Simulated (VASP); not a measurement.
```
CELL_PARAMETERS angstrom
      0.00000     3.09567     3.09567
      3.09567     0.00000     3.09567
      3.09567     3.09567     0.00000
ATOMIC_POSITIONS crystal
  Cd 0.00000 0.00000 0.00000
  Se 0.25000 0.25000 0.25000
```

Calculation: PBE GGA, VASP's PBE PAW potentials (set 64) (plane waves; VASP 6.6.1). Settings: 530 eV cut-off, 7×7×7 Γ-centred mesh, Gaussian smearing of 0.050 eV, potentials Cd Se.

### Question
Give the elastic stiffness tensor with the ions relaxed (GPa, in the frame of the cell).

### Answer

```csv
,xx,yy,zz,yz,xz,xy
xx,57.2,40.2,40.2,0.0,0.0,0.0
yy,40.2,57.2,40.2,0.0,0.0,0.0
zz,40.2,40.2,57.2,0.0,0.0,0.0
yz,0.0,0.0,0.0,21.4,0.0,0.0
xz,0.0,0.0,0.0,0.0,21.4,0.0
xy,0.0,0.0,0.0,0.0,0.0,21.4
```

### Question
What does the run give for the Hill bulk modulus, Hill shear modulus, Young's modulus, Poisson's ratio?

### Answer

The Hill bulk modulus is 45.9 GPa. The Hill shear modulus comes out as 148 kbar and the Young's modulus comes out as 40.0 GPa. The Poisson's ratio is 0.355.

The compound is CdSe in the zinc blende structure, whereas wurtzite is the usual form. It was relaxed first, which changed the volume by +7 %.
